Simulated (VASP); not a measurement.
Computed with HSE06 screened hybrid, VASP's PBE PAW potentials (set 64) (plane waves; VASP).

A VASP calculation is set up with these files.

**POSCAR**
```
BiSi62
10.9370750
  0.9999999726   0.0000000000   0.0000000000
  0.0000000000   0.9999999726   0.0000000000
  0.0000000000   0.0000000000   0.9999999726
Si Bi
62 1
Cart
  0.4990980407   0.0003978124   0.0001964989
  0.6231761080   0.1278249585   0.1275509266
  0.7485493634   0.2514440197   0.0021044294
  0.8722182062   0.3768139500   0.1276100825
  0.7484770825   0.0023264671   0.2512393590
  0.8721015731   0.1277819262   0.3766586645
  0.9993144650   0.0005910385   0.0003333044
  0.1222871897   0.1265144389   0.1263643588
  0.2482520966   0.2491977408   0.0003400134
  0.3726115831   0.3773229469   0.1248077017
  0.4992486154   0.5006760170   0.0000391222
  0.6226764731   0.6272656268   0.1249737433
  0.7507952516   0.7516130610   0.0004116081
  0.8734353884   0.8776594828   0.1263983709
  0.2483466668   0.0004581326   0.2489804497
  0.3726689268   0.1250433597   0.3771131051
  0.4901367826   0.2472569593   0.2470796723
  0.7527831659   0.5098201389   0.2471442881
  0.8750258646   0.6273473569   0.3772287766
  0.4992304639   0.0001382193   0.5005959124
  0.6226064700   0.1249058168   0.6272694406
  0.7527141693   0.2471402530   0.5097699092
  0.8749855789   0.3772750054   0.6271897147
  0.7508145116   0.0004545108   0.7515812682
  0.8734279691   0.1265620319   0.8774622460
  0.9996719356   0.5008641144   0.0002422249
  0.1230156009   0.6270040452   0.1247560972
  0.2499175945   0.7501010686   0.9993941186
  0.3730173554   0.8769712390   0.1247499839
  0.9976225300   0.2514695591   0.2513222486
  0.1238316603   0.3755417210   0.3754194906
  0.2473009304   0.5007559722   0.2488911329
  0.3720721913   0.6278283438   0.3670360693
  0.4992030709   0.7526997262   0.2489362807
  0.6244107152   0.8761412053   0.3754372036
  0.9996345960   0.0004249756   0.5006195629
  0.1230025072   0.1249120028   0.6267349034
  0.2473261204   0.2490730923   0.5005966625
  0.3721675900   0.3671601723   0.6277272580
  0.6329020516   0.6278537292   0.6276866856
  0.7509834114   0.7527440036   0.5006685823
  0.8751647922   0.8770340130   0.6268022243
  0.2498639455   0.9995248910   0.7499009856
  0.3729155532   0.1248386814   0.8768257145
  0.4991851845   0.2489792728   0.7525953575
  0.6244447518   0.3755467520   0.8759954886
  0.7510145911   0.5007758302   0.7525937809
  0.8751278480   0.6270045226   0.8768850746
  0.9995018985   0.7517004228   0.2490451912
  0.1246155976   0.8753939009   0.3761765790
  0.9998423454   0.5006748245   0.5005485770
  0.1253067889   0.6251755723   0.6251526757
  0.2517605842   0.7481372730   0.5000692559
  0.3747030404   0.8745980573   0.6251052577
  0.9994825848   0.2491312493   0.7515058105
  0.1245915109   0.3763820043   0.8751931585
  0.2518228816   0.5002209718   0.7480004554
  0.3747458349   0.6253151050   0.8745021945
  0.4997783712   0.7481638814   0.7480416348
  0.6235971633   0.8753486975   0.8752923284
  0.0005091903   0.7500893171   0.7499600692
  0.1243136048   0.8757175423   0.8755682197
  0.5499591265   0.4501101912   0.4500347107
```

### INCAR
```
LHFCALC = .True.
ENCUT = 400   ! plane-wave cut-off (eV)
LMAXMIX = 4   ! l cut-off of mixed one-centre charges
ISYM = 0
PREC = Normal
AEXX = 0.25
HFSCREEN = 0.2   ! 1/Angstrom
SYSTEM = BiSi62
ISIF = 0
EDIFF = 1E-5
SIGMA = 0.05
PRECFOCK = Fast
LWAVE = .False.
NELMIN = 4
ALGO = Normal
GGA = PE   ! PBE
LASPH = .True.   ! aspherical one-centre terms
LREAL = Auto   ! projection in real space or not
LCHARG = .False.
ISMEAR = 0
NELM = 50   ! most electronic steps
NELECT = 252.0
```

File KPOINTS:
```
kpoints
0
gamma
  1 1 1
0 0 0
```

POTCAR, in this order: Si Bi (PBE.64 set). Program: vasp_gam. Read from the step before: WAVECAR.

Output of the run:

### OUTCAR
```
 ion  position               nearest neighbor table
   1  0.499  0.000  0.000-  44 2.36  29 2.36  60 2.36   2 2.39
   2  0.623  0.128  0.128-  17 2.35   3 2.36   5 2.36   1 2.39
   3  0.749  0.251  0.002-  46 2.36  25 2.36   2 2.36   4 2.37
   4  0.872  0.377  0.128-  18 2.35  30 2.36   3 2.37  26 2.39
   5  0.748  0.002  0.251-  35 2.36  14 2.36   2 2.36   6 2.36
   6  0.872  0.128  0.377-  22 2.35   5 2.36  30 2.37  36 2.39
   7  0.999  0.001  0.000-  62 2.37  25 2.37  14 2.37   8 2.37
   8  0.122  0.127  0.126-  30 2.37   9 2.37  15 2.37   7 2.37
   9  0.248  0.249  0.000-  44 2.35   8 2.37  56 2.37  10 2.38
  10  0.373  0.377  0.125-  17 2.34  32 2.35  11 2.37   9 2.38
  11  0.499  0.501  0.000-  46 2.36  58 2.37  10 2.37  12 2.37
  12  0.623  0.627  0.125-  18 2.34  34 2.35  11 2.37  13 2.38
  13  0.751  0.752  0.000-  48 2.35  14 2.37  60 2.37  12 2.38
  14  0.873  0.878  0.126-   5 2.36  49 2.37  13 2.37   7 2.37
  15  0.248  0.000  0.249-  29 2.35   8 2.37  50 2.37  16 2.38
  16  0.373  0.125  0.377-  17 2.34  38 2.35  20 2.37  15 2.38
  17  0.490  0.247  0.247-  16 2.34  10 2.34   2 2.35  63 3.21
  18  0.753  0.510  0.247-  12 2.34  19 2.34   4 2.35  63 3.20
  19  0.875  0.627  0.377-  18 2.34  41 2.35  51 2.37  49 2.38
  20  0.499  0.000  0.501-  35 2.36  54 2.37  21 2.37  16 2.37
  21  0.623  0.125  0.627-  22 2.34  45 2.35  20 2.37  24 2.38
  22  0.753  0.247  0.510-  23 2.34  21 2.34   6 2.35  63 3.21
  23  0.875  0.377  0.627-  22 2.34  47 2.35  51 2.37  55 2.38
  24  0.751  0.000  0.752-  42 2.35  25 2.37  60 2.37  21 2.38
...
```

File OSZICAR:
```
       N       E                     dE             d eps       ncg     rms          rms(c)
DAV:   1    -0.391479815340E+03   -0.39148E+03   -0.12465E+01   324   0.805E+00    0.193E+01
DAV:   2    -0.391577305627E+03   -0.97490E-01   -0.34879E-01   338   0.122E+00    0.124E+01
DAV:   3    -0.391561801487E+03    0.15504E-01   -0.24366E-02   376   0.297E-01    0.735E+00
DAV:   4    -0.391555379855E+03    0.64216E-02   -0.50450E-03   346   0.126E-01    0.425E+00
DAV:   5    -0.391552971256E+03    0.24086E-02   -0.95455E-04   362   0.621E-02    0.244E+00
DAV:   6    -0.391552127163E+03    0.84409E-03   -0.48936E-04   362   0.438E-02    0.138E+00
DAV:   7    -0.391551875413E+03    0.25175E-03   -0.17911E-04   370   0.247E-02    0.786E-01
DAV:   8    -0.391551793963E+03    0.81449E-04   -0.40986E-05   290   0.122E-02    0.450E-01
DAV:   9    -0.391551771216E+03    0.22748E-04   -0.16939E-05   218   0.815E-03    0.256E-01
DAV:  10    -0.391551766882E+03    0.43331E-05   -0.63820E-06   186   0.530E-03
   1 F= -.39155177E+03 E0= -.39155177E+03  d E =-.190681E-14
```

OUTCAR:
```
------------------------ aborting loop because EDIFF is reached ----------------------------------------
  volume of cell :     1308.29
      direct lattice vectors                 reciprocal lattice vectors
    10.937074700  0.000000000  0.000000000     0.091432127  0.000000000  0.000000000
     0.000000000 10.937074700  0.000000000     0.000000000  0.091432127  0.000000000
     0.000000000  0.000000000 10.937074700     0.000000000  0.000000000  0.091432127
 POSITION                                       TOTAL-FORCE (eV/Angst)
 -----------------------------------------------------------------------------------
      5.45867      0.00435      0.00215        -0.005329      0.015431      0.024343
      6.81572      1.39803      1.39503         0.018164     -0.013917     -0.008838
      8.18694      2.75006      0.02302        -0.020063      0.027070     -0.001309
      9.53952      4.12124      1.39568         0.011474     -0.020497     -0.012390
      8.18615      0.02544      2.74782        -0.024229     -0.010368      0.025828
      9.53824      1.39756      4.11954         0.015141     -0.011135     -0.024563
     10.92958      0.00646      0.00365         0.004022      0.000692      0.013765
      1.33746      1.38370      1.38206         0.010070     -0.001509     -0.000877
      2.71515      2.72549      0.00372        -0.010989     -0.013515      0.000416
      4.07528      4.12681      1.36503         0.009586      0.056339      0.008881
      5.46032      5.47593      0.00043        -0.004177      0.017549     -0.002488
      6.81026      6.86045      1.36685        -0.064758     -0.006204     -0.004972
      8.21150      8.22045      0.00450         0.007938      0.014309      0.004073
      9.55283      9.59903      1.38243         0.001017     -0.013697     -0.006097
      2.71619      0.00501      2.72312        -0.014375      0.009984     -0.006046
      4.07591      1.36761      4.12451         0.005934     -0.004095      0.067104
      5.36066      2.70427      2.70233        -0.032467     -0.110460     -0.123510
      8.23325      5.57594      2.70304         0.117333      0.036507     -0.115656
      9.57022      6.86135      4.12578        -0.005457     -0.005013      0.055606
      5.46012      0.00151      5.47506        -0.012084      0.003483      0.004265
      6.80949      1.36610      6.86049        -0.057228      0.005796     -0.010074
      8.23249      2.70299      5.57539         0.110815     -0.112789      0.040527
      9.56978      4.12629      6.85962        -0.003767      0.062767     -0.008688
      8.21171      0.00497      8.22010         0.010313     -0.000783      0.006723
      9.55275      1.38422      9.59687         0.001242     -0.004282     -0.012016
     10.93349      5.47799      0.00265        -0.023113      0.007817      0.019467
      1.34543      6.85759      1.36447         0.020854     -0.009249     -0.034263
      2.73337      8.20391     10.93045        -0.023067      0.022373      0.010853
      4.07972      9.59150      1.36440         0.013139     -0.019020     -0.038173
     10.91107      2.75034      2.74873         0.010769      0.015510      0.019874
      1.35436      4.10733      4.10599         0.009704     -0.001917     -0.007578
      2.70475      5.47681      2.72214        -0.013914     -0.016018      0.009793
      4.06938      6.86661      4.01430         0.022746     -0.012229     -0.009336
      5.45982      8.23233      2.72263         0.013973      0.004888      0.011145
      6.82923      9.58242      4.10618         0.004438     -0.004243     -0.005561
     10.93308      0.00465      5.47531        -0.023160      0.016703      0.010419
      1.34529      1.36617      6.85465         0.019330     -0.032014     -0.005439
      2.70502      2.72413      5.47506        -0.008633      0.009090     -0.014772
      4.07042      4.01566      6.86550         0.014849     -0.008919     -0.013978
      6.92210      6.86688      6.86506         0.004217     -0.014146     -0.003898
      8.21356      8.23282      5.47585        -0.007286      0.009195     -0.020477
      9.57174      9.59219      6.85538         0.034756     -0.019548     -0.003656
      2.73278     10.93188      8.20172        -0.021538      0.006993      0.021368
      4.07861      1.36537      9.58991         0.009436     -0.028833     -0.016884
      5.45963      2.72310      8.23119         0.015151      0.012667      0.010115
      6.82960      4.10738      9.58083        -0.001369     -0.000322     -0.009589
      8.21390      5.47702      8.23117        -0.012229     -0.015077      0.007207
      9.57134      6.85760      9.59056         0.037314     -0.010749     -0.018679
     10.93163      8.22140      2.72383        -0.004292      0.007804     -0.010513
      1.36293      9.57425      4.11427         0.016165     -0.013947      0.000648
     10.93535      5.47592      5.47454        -0.005275      0.011881      0.015514
      1.37049      6.83759      6.83734         0.013314     -0.012272     -0.025213
      2.75352      8.18243      5.46929        -0.025656      0.019138      0.016166
      4.09816      9.56554      6.83682         0.012030     -0.017632     -0.015299
     10.93142      2.72477      8.21928         0.001369     -0.006091      0.008355
      1.36267      4.11652      9.57205         0.013415     -0.006843     -0.013520
      2.75421      5.47095      8.18094        -0.016723      0.010174      0.026877
      4.09862      6.83912      9.56450         0.014804     -0.021740     -0.017010
      5.46611      8.18272      8.18139        -0.006048      0.021051      0.015195
      6.82033      9.57375      9.57314         0.008606     -0.015986     -0.016037
      0.00557      8.20378      8.20237        -0.013523      0.022959      0.023048
      1.35963      9.57779      9.57616         0.014643     -0.018326     -0.022613
      6.01494      4.92289      4.92206        -0.187323      0.185219      0.182437
 -----------------------------------------------------------------------------------
    total drift:                               -0.060998      0.039328      0.025880
  FREE ENERGIE OF THE ION-ELECTRON SYSTEM (eV)
  ---------------------------------------------------
  free  energy   TOTEN  =      -391.5517668825 eV

  energy  without entropy=     -391.5517668825  energy(sigma->0) =     -391.55176688

  exchange ACFDT corr.  =         0.00000000  see jH, gK, PRB 81, 115126
```
(Selected blocks of OUTCAR.)

The cell is charged, with a uniform compensating background. The supercell is sampled at Γ alone, which is coarse: total energies, pressure and levels can be off, energies of defects by several tenths of an eV.

The cell is a supercell with a defect, built from Si (diamond): Bi_Si-vac_Si, charge +1. The cell's shape comes from a PBE relaxation. The run is not spin-polarised, so no state with unpaired spins was tried.
